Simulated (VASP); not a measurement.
All values below come from MS2 meta-GGA, VASP's PBE PAW potentials (set 64) (plane waves; VASP).

Input for VASP

### POSCAR
```
PbSe
1
    0.0000000000     3.0600000000     3.0600000000
    3.0600000000     0.0000000000     3.0600000000
    3.0600000000     3.0600000000     0.0000000000
Pb Se
1 1
Direct
  0.0000000000   0.0000000000   0.0000000000
  0.5000000000   0.5000000000   0.5000000000
```

**INCAR**
```
ALGO  =  Normal
EDIFF  =  1E-6
EDIFFG  =  -0.01
ENCUT  =  520
IBRION  =  2
ISIF  =  3
ISMEAR  =  0
LASPH  =  .TRUE.
LCHARG  =  .FALSE.
LMAXMIX  =  4
LMIXTAU  =  .TRUE.
LREAL  =  .FALSE.
LWAVE  =  .FALSE.
METAGGA  =  MS2
NELM  =  100
NSW  =  60
PREC  =  Accurate
SIGMA  =  0.05
SYSTEM  =  PbSe
```

KPOINTS:
```
kpoints
0
G
  7 7 7
```

POTCAR, in this order: Pb_d Se (PBE.64 set). Program: vasp_std.

The run wrote:

OSZICAR:
```
       N       E                     dE             d eps       ncg     rms          rms(c)
DAV:   1     0.157577626887E+03    0.15758E+03   -0.86208E+03   560   0.131E+03
DAV:   2     0.722537555062E+01   -0.15035E+03   -0.14693E+03   584   0.326E+02
DAV:   3    -0.342901436749E+01   -0.10654E+02   -0.10536E+02   764   0.962E+01
DAV:   4    -0.361819537978E+01   -0.18918E+00   -0.18912E+00   606   0.149E+01
DAV:   5    -0.362506720543E+01   -0.68718E-02   -0.68717E-02   796   0.281E+00    0.565E+00
DAV:   6     0.113007074742E+02    0.14926E+02   -0.26690E+01   680   0.117E+02    0.310E+00
DAV:   7     0.107266134971E+02   -0.57409E+00   -0.55776E-01   560   0.117E+01    0.212E+00
DAV:   8     0.104640747208E+02   -0.26254E+00   -0.12379E+00   614   0.128E+01    0.777E-01
DAV:   9     0.107755752656E+02    0.31150E+00   -0.81062E-01   560   0.974E+00    0.553E-01
DAV:  10     0.107654019284E+02   -0.10173E-01   -0.64981E-02   620   0.473E+00    0.441E-01
DAV:  11     0.107698599575E+02    0.44580E-02   -0.58708E-02   662   0.492E+00    0.687E-02
DAV:  12     0.107685625940E+02   -0.12974E-02   -0.43166E-03   632   0.125E+00    0.795E-02
DAV:  13     0.107690022260E+02    0.43963E-03   -0.10053E-03   614   0.581E-01    0.327E-02
DAV:  14     0.107686841722E+02   -0.31805E-03   -0.29098E-04   602   0.290E-01    0.104E-02
DAV:  15     0.107686871491E+02    0.29769E-05   -0.52334E-05   596   0.900E-02    0.665E-03
DAV:  16     0.107686769950E+02   -0.10154E-04   -0.90635E-06   638   0.379E-02    0.315E-03
DAV:  17     0.107686785873E+02    0.15923E-05   -0.18737E-06   450   0.211E-02    0.330E-03
DAV:  18     0.107686783646E+02   -0.22264E-06   -0.13630E-06   420   0.216E-02
   1 F= 0.10768678E+02 E0= 0.10768678E+02  d E =0.107687E+02
       N       E                     dE             d eps       ncg     rms          rms(c)
DAV:   1     0.107513790043E+02   -0.17300E-01   -0.56685E-01   686   0.141E+01    0.719E-01
DAV:   2     0.107664699347E+02    0.15091E-01   -0.38432E-02   674   0.395E+00    0.245E-01
DAV:   3     0.107684030216E+02    0.19331E-02   -0.78902E-03   708   0.144E+00    0.541E-02
DAV:   4     0.107682729459E+02   -0.13008E-03   -0.12909E-03   560   0.584E-01    0.536E-02
DAV:   5     0.107682675196E+02   -0.54264E-05   -0.82221E-05   608   0.828E-02    0.140E-02
DAV:   6     0.107682812394E+02    0.13720E-04   -0.37711E-05   560   0.979E-02    0.611E-03
DAV:   7     0.107682733705E+02   -0.78690E-05   -0.55212E-05   560   0.123E-01    0.561E-03
DAV:   8     0.107682680067E+02   -0.53637E-05   -0.11016E-05   560   0.431E-02    0.197E-03
DAV:   9     0.107682667298E+02   -0.12769E-05   -0.89402E-07   408   0.132E-02    0.141E-03
DAV:  10     0.107682664748E+02   -0.25500E-06   -0.55945E-07   280   0.143E-02
   2 F= 0.10768266E+02 E0= 0.10768266E+02  d E =-.411890E-03
       N       E                     dE             d eps       ncg     rms          rms(c)
DAV:   1     0.107670381899E+02   -0.12285E-02   -0.38576E-02   686   0.363E+00    0.189E-01
DAV:   2     0.107681216703E+02    0.10835E-02   -0.26740E-03   674   0.105E+00    0.638E-02
DAV:   3     0.107682549359E+02    0.13327E-03   -0.53363E-04   724   0.374E-01    0.144E-02
DAV:   4     0.107682328312E+02   -0.22105E-04   -0.85387E-05   560   0.151E-01    0.142E-02
DAV:   5     0.107682100372E+02   -0.22794E-04   -0.58670E-06   614   0.225E-02    0.350E-03
DAV:   6     0.107682046935E+02   -0.53438E-05   -0.22096E-06   560   0.232E-02    0.156E-03
DAV:   7     0.107682069150E+02    0.22216E-05   -0.37108E-06   560   0.323E-02    0.144E-03
DAV:   8     0.107682071975E+02    0.28250E-06   -0.70596E-07   400   0.113E-02
   3 F= 0.10768207E+02 E0= 0.10768207E+02  d E =-.471167E-03
```

File OUTCAR:
```
------------------------ aborting loop because EDIFF is reached ----------------------------------------
  FORCE on cell =-STRESS in cart. coord.  units (eV):
  Direction    XX          YY          ZZ          XY          YZ          ZX
  --------------------------------------------------------------------------------------
  Total       -0.0018944     -0.0018944     -0.0018944      0.0000000      0.0000000      0.0000000
  in kB       -0.0525910     -0.0525910     -0.0525910      0.0000000      0.0000000      0.0000000
  external PRESSURE =      -0.0525910 kB  Pullay stress =       0.0000000 kB
  volume of cell :       57.71
      direct lattice vectors                 reciprocal lattice vectors
     0.000000000  3.067207652  3.067207652    -0.163014721  0.163014721  0.163014721
     3.067207652  0.000000000  3.067207652     0.163014721 -0.163014721  0.163014721
     3.067207652  3.067207652 -0.000000000     0.163014721  0.163014721 -0.163014721
  FREE ENERGIE OF THE ION-ELECTRON SYSTEM (eV)
  ---------------------------------------------------
  free  energy   TOTEN  =        10.7682071975 eV

  energy  without entropy=       10.7682071975  energy(sigma->0) =       10.76820720

 reached required accuracy - stopping structural energy minimisation
```
(Selected blocks of OUTCAR.)

File CONTCAR:
```
PbSe
   1.00000000000000
     0.0000000000000000    3.0672076516919895    3.0672076516919895
     3.0672076516919895    0.0000000000000000    3.0672076516919895
     3.0672076516919895    3.0672076516919895   -0.0000000000000000
  Pb              Se
     1     1
Direct
     0.0000000000000000    0.0000000000000000    0.0000000000000000
     0.5000000000000000    0.5000000000000000    0.5000000000000000
```

The compound is PbSe in the rock salt structure. This run relaxes it. Symmetry was kept, so distortions that lower it aren't found.
